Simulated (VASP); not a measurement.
## CdHg3Te4 (space group P-43m): computed properties

Method: PBEsol GGA, VASP's PBE PAW potentials (set 64) (plane waves; VASP).

| Property | Result |
|---|---|
| space group | P-43m (215) |
| cell | a = b = c = 6.505 Å, α = β = γ = 90.00° |
| volume per atom | 34.41 Å³/atom |
| band gap (over mesh and band path) | none (metal, semimetal or under 0.01 eV) |
| density | 7.39 g/cm³ |

```
CdHg3Te4
1.0
    6.50546     0.00000     0.00000
    0.00000     6.50546     0.00000
    0.00000     0.00000     6.50546
Cd Hg Te
1 3 4
Direct
  0.00000   0.00000   0.00000
  0.00000   0.50000   0.50000
  0.50000   0.00000   0.50000
  0.50000   0.50000   0.00000
  0.24971   0.24971   0.24971
  0.24971   0.75029   0.75029
  0.75029   0.75029   0.24971
  0.75029   0.24971   0.75029
```

Unless said otherwise, spin-orbit coupling is left out, though it shifts the bands of the heavy elements here.

The structure comes from a computed database's CdHg3Te4 entry (P-43m); how it stands against other phases isn't given here. It was relaxed first. Symmetry was kept, so distortions that lower it aren't found.
